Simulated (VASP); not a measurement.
A run of VASP 6.6.1 is set up as follows.

File INCAR:

```
SYSTEM = Rb2HgBr6
PREC     = Accurate       ! precision mode
ENCUT    = 520            ! plane-wave cutoff, eV
EDIFF    = 1E-7           ! SCF threshold, eV
ISMEAR   = -1             ! smearing method
SIGMA    = 0.05           ! smearing width, eV
LREAL    = .FALSE.        ! projectors in reciprocal space
LASPH    = .TRUE.         ! aspherical terms in the spheres
NELM     = 100            ! most SCF steps
ALGO     = Fast           ! electronic algorithm
ISIF     = 2              ! what is computed and relaxed
LWAVE    = .FALSE.        ! write WAVECAR
LCHARG   = .FALSE.        ! write CHGCAR
GGA      = PE             ! functional
NBANDS   = 46             ! bands
```

The input KPOINTS:

```
regular mesh
0
G
  3 2 2
  0 0 0
```

The input POSCAR:

```
Rb2HgBr6
1.0
    5.9417490000      0.3777860000      0.2054440000
   -1.2898590000      6.9407740000      2.3840410000
    0.4971610000      0.4177110000      7.2893460000
Rb Hg Br
2 1 6
Direct
    0.3369296993      0.0852757609      0.7223173251
    0.7506554264      0.6880020873      0.8586364486
    0.9726287215      0.0619755743      0.3689992154
    0.9378073312      0.4224983052      0.5763776104
    0.5544916510      0.8335838440      0.4035200080
    0.1976880211      0.8182368611      0.2111198944
    0.8185910621      0.0649462869      0.0024879828
    0.1501099845      0.4693048501      0.1684529449
    0.6088328543      0.4788815462      0.3530117383
```

Potentials or basis: VASP PAW PBE potentials, release 64 (Rb_sv, Hg, Br).

The run is started by

```sh
$ cat potpaw_PBE.64/Rb_sv/POTCAR potpaw_PBE.64/Hg/POTCAR potpaw_PBE.64/Br/POTCAR > POTCAR
$ mpirun -np 1 vasp_std > vasp.out
```

Task: Estimate the largest force.

Result: 2.805 eV/Å.

Task: What does it give for the pressure?

Result: 5.0 GPa.

Task: Predict the band gap on the k mesh.

Result: 0.17 eV, direct.

Stress tensor (GPa, compression positive):
```
 3.43 -0.86 -0.46
-0.86  6.05  0.50
-0.46  0.50  5.67
```

Caveat: the k mesh is coarse (spacing up to 0.47 Å⁻¹), so the values aren't converged; spin-orbit coupling is left out, which moves the levels of the heavy elements. A hybrid or GW would open this gap; PBE tends to underestimate it.
